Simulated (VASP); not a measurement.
A run of VASP 6.6.1 is set up as follows.

File INCAR:

```
PREC     = Accurate       # precision mode
ENCUT    = 520            # plane-wave cutoff, eV
EDIFF    = 1E-6           # SCF threshold, eV
ISMEAR   = 0              # smearing method
SIGMA    = 0.1            # smearing width, eV
LREAL    = False          # projectors in reciprocal space
LASPH    = True           # aspherical terms in the spheres
NELM     = 100            # most SCF steps
ALGO     = Normal         # electronic algorithm
ISIF     = 2              # what is computed and relaxed
LWAVE    = False          # write WAVECAR
LCHARG   = False          # write CHGCAR
GGA      = PE             # functional
NBANDS   = 42             # bands
```

File KPOINTS:

```
Automatic mesh
0
Gamma
  4 4 2
```

Contents of POSCAR:

```
LaYN2
1.0
    3.8428161700      0.0000000000      0.0000000000
    0.0000000000      3.8428161700      0.0000000000
    0.0000000000      0.0000000000      8.2556602300
La Y N
2 2 4
Direct
    0.5000000000      0.0000000000      0.6543309100
    0.0000000000      0.5000000000      0.3456690900
    0.5000000000      0.5000000000      0.0000000000
    0.0000000000      0.0000000000      0.0000000000
    0.0000000000      0.5000000000      0.8501318700
    0.5000000000      0.0000000000      0.3467038900
    0.5000000000      0.0000000000      0.1498681300
    0.0000000000      0.5000000000      0.6532961100
```

Potentials or basis: VASP PAW PBE potentials, release 64 (La, Y_sv, N).

The run is started by

```console
$ cat potpaw_PBE.64/La/POTCAR potpaw_PBE.64/Y_sv/POTCAR potpaw_PBE.64/N/POTCAR > POTCAR
$ mpirun -np 1 vasp_std > vasp.out
```

(1) Estimate the pressure.

(2) Estimate the largest force.

Answers

(1) 15.9 GPa.

(2) 3.382 eV/Å.

Caveat: the k mesh is coarse (spacing up to 0.41 Å⁻¹), so the values aren't converged; so large a pressure means that the cell lies far from this level's equilibrium, or that cutoff or potentials fall short; forces of over 1 eV/Å show positions far from the minimum, so gaps and moduli don't describe the material at rest.
